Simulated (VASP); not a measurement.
Output of a VASP run:

**OUTCAR**
```
 ion  position               nearest neighbor table
   1  0.000  0.000  0.000-   5 1.89   6 1.89   7 1.89   8 1.89
   2  0.500  0.500  0.000-   5 1.95   6 1.95   7 1.95   8 1.95
   3  0.000  0.500  0.500-   5 1.95   6 1.95   7 1.95   8 1.95
   4  0.500  0.000  0.500-   5 1.95   6 1.95   7 1.95   8 1.95
   5  0.755  0.755  0.245-   1 1.89   2 1.95   3 1.95   4 1.95
   6  0.755  0.245  0.755-   1 1.89   2 1.95   3 1.95   4 1.95
   7  0.245  0.245  0.245-   1 1.89   2 1.95   3 1.95   4 1.95
   8  0.245  0.755  0.755-   1 1.89   2 1.95   3 1.95   4 1.95
  LATTYP: Found a simple cubic cell.
 ALAT       =     4.4625332801
 Subroutine PRICEL returns:
 Original cell was already a primitive cell.
 Subroutine GETGRP returns: Found 24 space group operations
The static configuration has the point symmetry T_d .
The dynamic configuration has the point symmetry T_d .
 Subroutine INISYM returns: Found 24 space group operations
 Subroutine IBZKPT returns following result:
 Found     10 irreducible k-points:

 Following reciprocal coordinates:
            Coordinates               Weight
  0.000000  0.000000  0.000000      1.000000
  0.200000  0.000000  0.000000      6.000000
  0.400000  0.000000  0.000000      6.000000
  0.200000  0.200000  0.000000     12.000000
  0.400000  0.200000  0.000000     24.000000
  0.400000  0.400000  0.000000     12.000000
  0.200000  0.200000  0.200000      8.000000
  0.400000  0.200000  0.200000     24.000000
  0.400000  0.400000  0.200000     24.000000
  0.400000  0.400000  0.400000      8.000000
   k-points           NKPTS =     10   k-points in BZ     NKDIM =     10   number of bands    NBANDS=     37
   number of dos      NEDOS =    301   number of ions     NIONS =      8
   total plane-waves  NPLWV =  46656
   dimension x,y,z NGX =    36 NGY =   36 NGZ =   36
   dimension x,y,z NGXF=    72 NGYF=   72 NGZF=   72
   ions per type =               1   3   4
   PREC   = accura    normal or accurate (medium, high low for compatibility)
   ISTART =      0    job   : 0-new  1-cont  2-samecut
   ICHARG =      2    charge: 1-file 2-atom 10-const
   ISPIN  =      1    spin polarized calculation?
   LNONCOLLINEAR =      F non collinear calculations
   LSORBIT =      F    spin-orbit coupling
   INIWAV =      1    electr: 0-lowe 1-rand  2-diag
   ENCUT  =  520.0 eV  38.22 Ry    6.18 a.u.   8.30  8.30  8.30*2*pi/ulx,y,z
   NELM   =    100;   NELMIN=  2; NELMDL= -5     # of ELM steps
   EDIFF  = 0.1E-05   stopping-criterion for ELM
   LREAL  =      F    real-space projection
   NLSPLINE    = F    spline interpolate recip. space projectors
   LMAXMIX     =    4 max onsite mixed and CHGCAR
   VOSKOWN=      0    Vosko Wilk Nusair interpolation
   EDIFFG = -.2E-01   stopping-criterion for IOM
   NSW    =     60    number of steps for IOM
   NBLOCK =      1;   KBLOCK =     60    inner block; outer block
   IBRION =      2    ionic relax: 0-MD 1-quasi-New 2-CG
   NFREE  =      1    steps in history (QN), initial steepest desc. (CG)
   ISIF   =      3    stress and relaxation
   ISYM   =      2    0-nonsym 1-usesym 2-fastsym
   TEIN   =    0.0    initial temperature
   TEBEG  =    0.0;   TEEND  =   0.0 temperature during run
   SMASS  =  -3.00    Nose mass-parameter (am)
   PSTRESS=    0.0 pullay stress
   NELECT =      62.0000    total number of electrons
   EFERMI =   0.00;   METHOD = LEGACY
   ISMEAR =     0;   SIGMA  =   0.05  broadening in eV -4-tet -1-fermi 0-gaus
   IALGO  =     38    algorithm
   LDIAG  =      T    sub-space diagonalisation (order eigenvalues)
   IMIX   =      4    mixing-type and parameters
     AMIX     =   0.40;   BMIX     =  1.00
     AMIX_MAG =   1.60;   BMIX_MAG =  1.00
     AMIN     =   0.10
   GGA     = PS    functional components
   VOSKOWN =     0    Vosko Wilk Nusair interpolation
   LHFCALC =     F    Hartree Fock is set to
   LHFONE  =     F    Hartree Fock one center treatment
   AEXX    =    0.0000 exact exchange contribution
   IVDW    =     0    specifies the selected vdW correction
   LEPSILON=     F    determine dielectric tensor
   LRPA    =     F    only Hartree local field effects (RPA)
...
```

File OSZICAR:
```
       N       E                     dE             d eps       ncg     rms          rms(c)
DAV:   1     0.636545319761E+03    0.63655E+03   -0.28752E+04   815   0.283E+03
DAV:   2     0.527163202635E+02   -0.58383E+03   -0.56215E+03   828   0.678E+02
DAV:   3    -0.555249647967E+02   -0.10824E+03   -0.10401E+03   884   0.205E+02
DAV:   4    -0.626015416167E+02   -0.70766E+01   -0.70342E+01   984   0.559E+01
DAV:   5    -0.628143450571E+02   -0.21280E+00   -0.21247E+00   952   0.938E+00    0.151E+01
DAV:   6    -0.548720061486E+02    0.79423E+01   -0.30309E+01  1400   0.644E+01    0.467E+00
DAV:   7    -0.550581892582E+02   -0.18618E+00   -0.37197E+00   839   0.121E+01    0.380E+00
DAV:   8    -0.550024669162E+02    0.55722E-01   -0.59233E-01  1113   0.896E+00    0.106E+00
DAV:   9    -0.549660466039E+02    0.36420E-01   -0.18806E-01  1206   0.592E+00    0.420E-01
DAV:  10    -0.549667426626E+02   -0.69606E-03   -0.13185E-02   836   0.776E-01    0.165E-01
DAV:  11    -0.549667846968E+02   -0.42034E-04   -0.18405E-03  1185   0.542E-01    0.204E-02
DAV:  12    -0.549667928561E+02   -0.81592E-05   -0.30650E-04   985   0.178E-01    0.146E-02
DAV:  13    -0.549667964565E+02   -0.36004E-05   -0.36434E-05  1201   0.446E-02    0.491E-03
DAV:  14    -0.549667966435E+02   -0.18702E-06   -0.65436E-06   759   0.260E-02
   1 F= -.54966797E+02 E0= -.54966797E+02  d E =-.549668E+02
       N       E                     dE             d eps       ncg     rms          rms(c)
DAV:   1    -0.549798866522E+02   -0.13090E-01   -0.23115E-01  1072   0.845E+00    0.709E-01
DAV:   2    -0.549696763743E+02    0.10210E-01   -0.26145E-02  1108   0.325E+00    0.325E-01
DAV:   3    -0.549670065141E+02    0.26699E-02   -0.49881E-03  1134   0.153E+00    0.766E-02
DAV:   4    -0.549667584783E+02    0.24804E-03   -0.14821E-03   900   0.262E-01    0.540E-02
DAV:   5    -0.549667450753E+02    0.13403E-04   -0.93056E-05   894   0.720E-02    0.409E-02
DAV:   6    -0.549667408290E+02    0.42463E-05   -0.14938E-05  1066   0.271E-02    0.187E-02
DAV:   7    -0.549667393562E+02    0.14728E-05   -0.61040E-06   769   0.220E-02    0.298E-03
DAV:   8    -0.549667391332E+02    0.22304E-06   -0.62888E-07   470   0.695E-03
   2 F= -.54966739E+02 E0= -.54966739E+02  d E =0.575104E-04
       N       E                     dE             d eps       ncg     rms          rms(c)
DAV:   1    -0.549709053479E+02   -0.41660E-02   -0.65102E-02  1072   0.446E+00    0.378E-01
DAV:   2    -0.549680086220E+02    0.28967E-02   -0.74563E-03  1103   0.173E+00    0.172E-01
DAV:   3    -0.549672637872E+02    0.74483E-03   -0.13973E-03  1139   0.794E-01    0.413E-02
DAV:   4    -0.549671914708E+02    0.72316E-04   -0.38612E-04   908   0.135E-01    0.265E-02
DAV:   5    -0.549671873158E+02    0.41550E-05   -0.26799E-05   915   0.386E-02    0.196E-02
DAV:   6    -0.549671857726E+02    0.15432E-05   -0.52999E-06   849   0.149E-02    0.572E-03
DAV:   7    -0.549671851936E+02    0.57893E-06   -0.20861E-06   604   0.106E-02
   3 F= -.54967185E+02 E0= -.54967185E+02  d E =-.388550E-03
```

OUTCAR:
```
------------------------ aborting loop because EDIFF is reached ----------------------------------------
  FORCE on cell =-STRESS in cart. coord.  units (eV):
  Direction    XX          YY          ZZ          XY          YZ          ZX
  --------------------------------------------------------------------------------------
  Total       -0.0158575     -0.0158575     -0.0158575      0.0000000      0.0000000      0.0000000
  in kB       -0.2851581     -0.2851581     -0.2851581      0.0000000      0.0000000      0.0000000
  external PRESSURE =      -0.2851581 kB  Pullay stress =       0.0000000 kB
  volume of cell :       89.10
      direct lattice vectors                 reciprocal lattice vectors
     4.466354298 -0.000000000  0.000000000     0.223896255 -0.000000000  0.000000000
     0.000000000  4.466354298  0.000000000     0.000000000  0.223896255  0.000000000
    -0.000000000  0.000000000  4.466354298    -0.000000000 -0.000000000  0.223896255
 POSITION                                       TOTAL-FORCE (eV/Angst)
 -----------------------------------------------------------------------------------
     -0.00000      0.00000      0.00000        -0.000000      0.000000      0.000000
      2.23318      2.23318      0.00000        -0.000000     -0.000000      0.000000
     -0.00000      2.23318      2.23318        -0.000000      0.000000      0.000000
      2.23318     -0.00000      2.23318        -0.000000     -0.000000      0.000000
      3.37177      3.37177      1.09459         0.006456      0.006456     -0.006456
      3.37177      1.09459      3.37177         0.006456     -0.006456      0.006456
      1.09459      1.09459      1.09459        -0.006456     -0.006456     -0.006456
      1.09459      3.37177      3.37177        -0.006456      0.006456      0.006456
 -----------------------------------------------------------------------------------
    total drift:                               -0.000000     -0.000000     -0.000000
  FREE ENERGIE OF THE ION-ELECTRON SYSTEM (eV)
  ---------------------------------------------------
  free  energy   TOTEN  =       -54.9671851936 eV

  energy  without entropy=      -54.9671851936  energy(sigma->0) =      -54.96718519

 reached required accuracy - stopping structural energy minimisation
```
(Selected blocks of OUTCAR.)

POSCAR:
```
AlGa3N4
1
    4.4625332801    -0.0000000000    -0.0000000000
    0.0000000000     4.4625332801     0.0000000000
    0.0000000000     0.0000000000     4.4625332801
Al Ga N
1 3 4
Direct
  0.0000000000   1.0000000000   1.0000000000
  0.5000000000   0.5000000000   1.0000000000
  0.0000000000   0.5000000000   0.5000000000
  0.5000000000   1.0000000000   0.5000000000
  0.7548513703   0.7548513703   0.2451486297
  0.7548513703   0.2451486297   0.7548513703
  0.2451486297   0.2451486297   0.2451486297
  0.2451486297   0.7548513703   0.7548513703
```

Task: Reconstruct the remaining input files.

Result: One answer among several that fit: the input of the run itself, PBEsol GGA, plane waves, VASP's PBE PAW potentials (set 64).

File KPOINTS:
```
Automatic mesh
0
Gamma
5 5 5
0 0 0
```

### INCAR
```
ALGO=Normal
EDIFF=1E-6
EDIFFG=-0.02
ENCUT=520
GGA=PS
IBRION=2
ISIF=3
ISMEAR=0
LASPH=.TRUE.
LCHARG=.FALSE.
LMAXMIX=4
LREAL=.FALSE.
LWAVE=.FALSE.
NELM=100
NSW=60
PREC=Accurate
SIGMA=0.05
SYSTEM=AlGa3N4
```

POTCAR, in this order: Al Ga_d N (PBE.64 set). Program: vasp_std.

The structure comes from a computed database's AlGa3N4 entry (P-43m); how it stands against other phases isn't given here. This run relaxes it. Symmetry was kept, so distortions that lower it aren't found. The start is the result of an earlier pass.
